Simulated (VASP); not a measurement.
# TeRu (F-43m) in VASP: further runs, part 2 of 2

VASP 6.6.1. The steps go on from the part before.

### Step 4. Single point, r2SCAN, collinear spin, antiferromagnetic start

This run uses another cell than the first one: it holds 4 atoms, not 2.

Contents of INCAR:

```
ALGO = Normal
EDIFF = 1E-6
ENCUT = 520
ISIF = 2
ISMEAR = 0
ISPIN = 2
LASPH = True
LCHARG = False
LMAXMIX = 4
LMIXTAU = True
LORBIT = 11
LREAL = False
LWAVE = False
MAGMOM = 1 -1 0 0
METAGGA = R2SCAN
NELM = 100
PREC = Accurate
SIGMA = 0.05
```

Contents of KPOINTS:

```
k-points
0
Gamma
  5 5 5
```

Contents of POSCAR:

```
TeRu
1.0
    3.1139297200      3.1139297200      6.2278594400
    3.1139297200     -3.1139297200      0.0000000000
    3.1139297200      3.1139297200      0.0000000000
Ru Te
2 2
Direct
    0.0000000000      0.0000000000      0.0000000000
    0.5000000000      0.5000000000      0.0000000000
    0.2500000000      0.0000000000      0.2500000000
    0.7500000000      0.5000000000      0.2500000000
```

Potentials or basis: VASP PAW PBE potentials, release 64 (Ru_pv, Te).

Started as:

```sh
$ cat potpaw_PBE.64/Ru_pv/POTCAR potpaw_PBE.64/Te/POTCAR > POTCAR
$ mpirun -np 1 vasp_std > vasp.out
```

OUTCAR:

```text
EDIFF = 1E-6
   ENCUT = 520
   ISIF = 2
   ISMEAR = 0
   ISPIN = 2
   LASPH = True
   LORBIT = 11
   LREAL = False
   METAGGA = R2SCAN
   NELM = 100
   PREC = Accurate

 ion  position               nearest neighbor table
   1  0.000  0.000  0.000-   3 2.70   4 2.70   3 2.70   4 2.70
   2  0.500  0.500  0.000-   3 2.70   4 2.70   4 2.70   3 2.70
   3  0.250  0.000  0.250-   1 2.70   1 2.70   2 2.70   2 2.70
   4  0.750  0.500  0.250-   2 2.70   1 2.70   2 2.70   1 2.70

  LATTYP: Found a simple tetragonal cell.
 ALAT       =     4.4037616423
 C/A-ratio  =     1.4142135624

  Lattice vectors:

 A1 = (   3.1139297200,  -3.1139297200,   0.0000000000)
 A2 = (   3.1139297200,   3.1139297200,   0.0000000000)
 A3 = (   0.0000000000,   0.0000000000,   6.2278594400)

Analysis of symmetry for initial positions (statically):
[... 719 lines left out ...]
      6     -37.9431      1.00000
[... 475 lines left out ...]
     23       5.2942      0.00000
     24       5.4373      0.00000

------------------------ aborting loop because EDIFF is reached ----------------------------------------

  FORCE on cell =-STRESS in cart. coord.  units (eV):
  Direction    XX          YY          ZZ          XY          YZ          ZX
  --------------------------------------------------------------------------------------
  -------------------------------------------------------------------------------------
  Total       -8.5440298     -8.5440298     -7.9628803      0.0000000      0.0000000      0.0000000
  in kB     -113.3409697   -113.3409697   -105.6317212      0.0000000      0.0000000      0.0000000
  external PRESSURE =    -110.7712202 kB  Pullay stress =       0.0000000 kB

 VOLUME and BASIS-vectors are now :
 -----------------------------------------------------------------------------
  energy-cutoff  :      520.00
  volume of cell :      120.78
      direct lattice vectors                 reciprocal lattice vectors
     3.113929720  3.113929720  6.227859440     0.000000000  0.000000000  0.160568813
     3.113929720 -3.113929720  0.000000000     0.160568813 -0.160568813  0.000000000
     3.113929720  3.113929720  0.000000000     0.160568813  0.160568813 -0.160568813

 POSITION                                       TOTAL-FORCE (eV/Angst)
 -----------------------------------------------------------------------------------
      0.00000      0.00000      0.00000        -0.000000     -0.000000     -0.000000
      3.11393      0.00000      3.11393         0.000000     -0.000000     -0.000000
      1.55696      1.55696      1.55696         0.000000      0.000000      0.000000
      4.67089      1.55696      4.67089        -0.000000      0.000000      0.000000
 -----------------------------------------------------------------------------------
    total drift:                                0.000006      0.000006      0.000009

  FREE ENERGIE OF THE ION-ELECTRON SYSTEM (eV)
  ---------------------------------------------------
  free  energy   TOTEN  =       -99.6716234446 eV

  energy  without entropy=      -99.6678774820  energy(sigma->0) =      -99.66975046

 total charge

# of ion       s       p       d       tot
------------------------------------------
    1        0.270   6.111   6.085  12.465
    2        0.270   6.111   6.085  12.465
    3        1.349   1.930   0.086   3.365
    4        1.349   1.930   0.086   3.365
--------------------------------------------------
tot          3.236  16.082  12.341  31.660

 magnetization (x)

# of ion       s       p       d       tot
------------------------------------------
    1        0.003   0.009   0.896   0.908
    2       -0.003  -0.009  -0.896  -0.908
    3        0.000   0.000   0.000   0.000
    4        0.000   0.000   0.000   0.000
--------------------------------------------------
tot          0.000   0.000   0.000   0.000
```

stdout:

```text
POSCAR found type information on POSCAR RuTe
 POSCAR found :  2 types and       4 ions
 scaLAPACK will be used
 -----------------------------------------------------------------------------
|                                                                             |
|                                                                             |
|     You enforced a specific xc type in the INCAR file but a different       |
|     I HOPE YOU KNOW WHAT YOU ARE DOING!                                     |
|                                                                             |
 -----------------------------------------------------------------------------

 LDA part: xc-table for (None), standard interpolation
 POSCAR, INCAR and KPOINTS ok, starting setup
 FFT: planning ... GRIDC
 FFT: planning ... GRID_SOFT
 FFT: planning ... GRID
 WAVECAR not read
 entering main loop
```

It took 4.8 min on 1 thread of Intel Xeon 6975P-C (Granite Rapids), shared host; peak memory 0.39 GiB.

The run converged, but a check on its numbers failed (symmetry, net force, bounds or a known fault of this set-up), so they aren't taken as properties of the crystal.

Caveat: the result breaks the symmetry of the cell; the PAW data sets were made with another functional, which shifts forces and pressure a little.

### Step 5. Single point, r2SCAN, collinear spin, random start

Contents of INCAR:

```
PREC = Accurate ; ENCUT = 520
EDIFF = 1E-6 ; ISMEAR = 0
SIGMA = 0.05 ; LREAL = False
LASPH = True ; NELM = 100
ALGO = Normal ; ISIF = 2
LWAVE = False ; LCHARG = False
ISPIN = 2 ; MAGMOM = -0.76 0
LORBIT = 11 ; LMAXMIX = 4
METAGGA = R2SCAN ; LMIXTAU = True
NBANDS = 21
```

Contents of KPOINTS:

```
regular mesh
0
Gamma
  5 5 5
```

Contents of POSCAR:

```
TeRu
1.0
    0.0000000000      3.1139297200      3.1139297200
    3.1139297200      0.0000000000      3.1139297200
    3.1139297200      3.1139297200      0.0000000000
Ru Te
1 1
Direct
    0.0000000000      0.0000000000      0.0000000000
    0.2500000000      0.2500000000      0.2500000000
```

Started as:

```sh
$ cat potpaw_PBE.64/Ru_pv/POTCAR potpaw_PBE.64/Te/POTCAR > POTCAR
$ mpirun -np 1 vasp_std > vasp.out
```

Wall time 4 min (1 thread of Intel Xeon 6975P-C (Granite Rapids), shared host); peak memory 0.28 GiB.

Results (log left out):

```yaml
Free_energy: -49.8022 eV
Pressure: -12.2 GPa
Band_gap_on_the_k_mesh: none (metal or under the smearing width)
Net_moment: -0.32 μB per cell
Site_moments: Ru -0.34; Te +0.03 μB
Valence_electrons_inside_the_program's_atomic_spheres: Ru 12.47; Te 3.35
```

Levels at points of the mesh, in eV from the Fermi level:
Spin up:
```tsv
k point	band 8	band 9	band 10	band 11	band 12	band 13
(0.00, 0.00, 0.00)	-1.23	-1.23	2.74	3.05	3.05	3.05
```
Spin down:
| k point | band 7 | band 8 | band 9 | band 10 | band 11 | band 12 | band 13 | band 14 |
| --- | --- | --- | --- | --- | --- | --- | --- | --- |
| (0.00, 0.00, 0.00) | -3.87 | -1.32 | -1.32 | 2.66 | 2.77 | 2.77 | 2.77 | 6.28 |

Caveat: the PAW data sets were made with another functional, which shifts forces and pressure a little. Spin-orbit coupling is left out, which matters for the levels of Te.

### Step 6. Summary

```csv
level,spin,U,gap on the mesh (eV),pressure (GPa),moment (μB)
PBEsol+U,off,Ru d U = 6 eV,none,-11.8,-
r2SCAN,"collinear, ferromagnetic start",-,none,-11.4,0.73
r2SCAN,"collinear, random start",-,none,-12.2,0.32
```

Alike in all rows: task single point; potentials or basis VASP PAW PBE potentials, release 64 (Ru_pv, Te); cell as given; k mesh 5 × 5 × 5; cutoff (eV) 520; smearing gaussian 0.05 eV.

Every run on the cell as given and a fine mesh finds a metal. The pressure there spans -12.2 GPa (r2SCAN) to -11.4 GPa (r2SCAN); a positive pressure means that this level wants a larger cell, a negative one a smaller.

Caveats: the PAW data sets were made with another functional, which shifts forces and pressure a little; U without spin polarisation on a metal has little footing (some runs); the U is typed as a test and isn't derived for this compound (some runs).

Absolute energies hang on the potentials; compare differences alone.
